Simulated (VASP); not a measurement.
ZnS (wurtzite), at 0.96 of the tabulated volume:

```xyz
4
Lattice="1.8842 -3.2635 0.0000 1.8842 3.2635 0.0000 0.0000 0.0000 6.1754" Properties=species:S:1:pos:R:3 pbc="T T T"
Zn     1.8842    -1.0878     3.0877
Zn     1.8842     1.0878     0.0000
S      1.8842    -1.0878     5.4035
S      1.8842     1.0878     2.3158
```

The lowest empty band near Γ, direction c, from PBE with spin-orbit coupling in VASP (PAW); its two spin partners are averaged. The gap over the points computed is 2.34 eV, and the next band on that side lies 0.79 eV away at the edge.

Settings: 400 eV cut-off, 8×8×4 Γ-centred mesh, Gaussian smearing of 0.050 eV, potentials Zn S.

| distance from the edge in k (1/Å) | distance in energy (meV) |
|---|---|
| 0.012 | 3.3 |
| 0.018 | 7.4 |
| 0.025 | 14.2 |
| 0.035 | 27.7 |
| 0.050 | 55.8 |
| 0.070 | 106.5 |

**Question.** Fit E(1 + αE) = ħ²k²/2m* (ħ²/2m0 = 3.810 eV Å²) and predict the row at 0.095 1/Å.

**Answer.** Least squares on the energies gives the electron mass m* = 0.166 m0 and α = 0.53 per eV, and so 188.4 meV. The run gave 188.1 meV, -0.3 meV from the fit.

Left out are points under 3 meV from the edge, since the levels carry 0.1 meV, and points farther than half the way to the next band.

The compound is ZnS in the wurtzite structure, the high-temperature form. The cell was not relaxed at this level.
